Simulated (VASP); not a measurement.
Crystal: Al.

```
Al
1.0
     0.00000    2.02481    2.02481
     2.02481    0.00000    2.02481
     2.02481    2.02481    0.00000
Al
1
Direct
  0.00000 0.00000 0.00000
```

| Item | Value |
| --- | --- |
| Program | VASP 6.6.1 |
| Task | relaxation of cell and atoms |
| Functional | PBEsol |
| Potentials or basis | VASP PAW PBE potentials, release 64 (Al) |
| Cutoff | 480 eV |
| k mesh | 18 × 18 × 18 |
| Occupations | gaussian, width 0.1 eV |
| Spin | no spin polarisation |

At the start: pressure -1.9 GPa; volume 16.60 Å³/atom.

**Question.** Where does the relaxation end?

**Answer.** Over 3 steps the energy falls by 2.5 meV/atom and the volume is 16.19 Å³/atom (-2.5 %); space group Fm-3m (No. 225, to 0.05 Å).

The path:
```
step  energy change (eV)  largest force (eV/Å)  pressure (GPa)  volume (Å³)
   1              0.0000                0.0000           -1.91        16.60
   2             -0.0024                0.0000            0.31        16.13
   3             -0.0025                0.0000            0.00        16.19
```

Final structure:
```yaml
crystal:
  lattice:
    - [0.00000, 2.00800, 2.00800]
    - [2.00800, 0.00000, 2.00800]
    - [2.00800, 2.00800, 0.00000]
  atoms:
    - { symbol: Al, position: [0.00000, 0.00000, 0.00000] }
```

Caveat: the PAW data sets were made with another functional, which shifts forces and pressure a little.
